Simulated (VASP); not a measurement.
A run of VASP 6.6.1 is set up as follows.

Contents of INCAR:

```
SYSTEM = TiPd
ALGO = Fast
EDIFF = 1E-6
ENCUT = 520
ISIF = 2
ISMEAR = 0
LASPH = .True.
LCHARG = .False.
LREAL = .False.
LWAVE = .False.
NBANDS = 18
NELM = 80
PREC = Accurate
SIGMA = 0.1
```

Contents of KPOINTS:

```
k-points
0
Gamma
  6 6 6
  0 0 0
```

File POSCAR:

```
TiPd
1.0
    3.1800000000      0.0000000000      0.0000000000
    0.0000000000      3.1800000000      0.0000000000
    0.0000000000      0.0000000000      3.1800000000
Ti Pd
1 1
Direct
    0.5000000000      0.5000000000      0.5000000000
    0.0000000000      0.0000000000      0.0000000000
```

Potentials or basis: VASP PAW LDA potentials, release 64 (Ti_sv, Pd).

Launch:

```console
$ cat potpaw_LDA.64/Ti_sv/POTCAR potpaw_LDA.64/Pd/POTCAR > POTCAR
$ mpirun -np 1 vasp_std > vasp.out
```

Task: Estimate the pressure.

Result: -11.7 GPa.

Task: What does it give for the band gap on the k mesh?

Result: None (metal or under the smearing width).
